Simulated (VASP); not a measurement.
Calculation: PBE GGA, VASP's PBE PAW potentials (set 64) (plane waves; VASP 6.6.1).

The input files of a VASP run:

File KPOINTS:
```
Automatic mesh
0
Gamma
12 12 7
0 0 0
```

INCAR:
```
SYSTEM = Ti
PREC = Accurate
ENCUT = 400
EDIFF = 1E-6
NELM = 100
ALGO = Normal
LREAL = .FALSE.
LASPH = .TRUE.
ISMEAR = 1
SIGMA = 0.3
GGA = PE
LMAXMIX = 4
LWAVE = .FALSE.
LCHARG = .FALSE.
ISIF = 2
```

**POSCAR**
```
Ti
1
    1.5174530000    -2.6045350000     0.0000000000
    1.5174530000     2.6045350000     0.0000000000
    0.0000000000     0.0000000000     4.5527490000
Ti
2
Direct
  0.3333330000   0.6666670000   0.2500000000
  0.6736160000   0.3402820000   0.7500000000
```

POTCAR, in this order: Ti_sv (PBE.64 set). Program: vasp_std.

Question: What does the run give for the energy per atom (σ→0), pressure, band gap (on the k-mesh)?

Answer: 
The energy per atom (σ→0) is -7.810 eV/atom. The band gap (on the k-mesh) is none (metal, semimetal or under 0.01 eV) and the pressure is -44.1 kbar.

File OSZICAR:
```
...
DAV:   7    -0.156046603367E+02    0.14750E-01   -0.75503E-01 14280   0.718E+00    0.200E+00
DAV:   8    -0.156254603172E+02   -0.20800E-01   -0.20380E-01 11240   0.608E+00    0.695E-01
DAV:   9    -0.156160556822E+02    0.94046E-02   -0.54677E-02 11760   0.261E+00    0.449E-02
DAV:  10    -0.156161944629E+02   -0.13878E-03   -0.17195E-03 14912   0.327E-01    0.731E-02
DAV:  11    -0.156162482138E+02   -0.53751E-04   -0.14459E-04 11032   0.101E-01    0.199E-02
DAV:  12    -0.156162388922E+02    0.93216E-05   -0.35651E-05 13848   0.382E-02    0.616E-03
DAV:  13    -0.156162396011E+02   -0.70891E-06   -0.74041E-07  7120   0.976E-03
   1 F= -.15616240E+02 E0= -.15620947E+02  d E =0.141209E-01
```

The compound is Ti in the hcp structure. The cell was not relaxed at this level, atoms are displaced from their ideal sites. The run is one of a series of settings (SIGMA = 0.3 against the base run), some of them coarse on purpose.
